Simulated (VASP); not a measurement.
Method: PBEsol GGA, VASP's PBE PAW potentials (set 64) (plane waves; VASP).

The input files of a VASP run:

INCAR:
```
ALGO = Normal
EDIFF = 1E-6
EDIFFG = -0.02
ENCUT = 520
GGA = PS
IBRION = 2
ISIF = 3
ISMEAR = 0
LASPH = .TRUE.
LCHARG = .FALSE.
LMAXMIX = 4
LREAL = .FALSE.
LWAVE = .FALSE.
NELM = 100
NSW = 60
PREC = Accurate
SIGMA = 0.05
SYSTEM = GeF2
```

### KPOINTS
```
Automatic mesh
0
Gamma
6 6 6
0 0 0
```

POSCAR:
```
GeF2
1
    0.0000000000     2.7058314797     2.7058314797
    2.7058314797     0.0000000000     2.7058314797
    2.7058314797     2.7058314797     0.0000000000
Ge F
1 2
Direct
  0.0000000000   0.0000000000   0.0000000000
  0.2500000000   0.2500000000   0.2500000000
  0.7500000000   0.7500000000   0.7500000000
```

POTCAR, in this order: Ge_d F (PBE.64 set). Program: vasp_std.

Question: What will the output report for the number of irreducible k-points (NKPTS), number of bands (NBANDS), largest plane-wave count, number of space-group operations, FFT grid (NGX, NGY, NGZ)?

Answer: 
| Quantity | Result |
|---|---|
| number of irreducible k-points (NKPTS) | 16 |
| number of bands (NBANDS) | 18 |
| largest plane-wave count | 1090 |
| number of space-group operations | 48 |
| FFT grid (NGX, NGY, NGZ) | 28 × 28 × 28 |

The structure was generated: GeF2 was put into the fluorite type (Fm-3m), which need not be its known phase. This run relaxes it. Symmetry was kept, so distortions that lower it aren't found. The start is the result of an earlier pass.
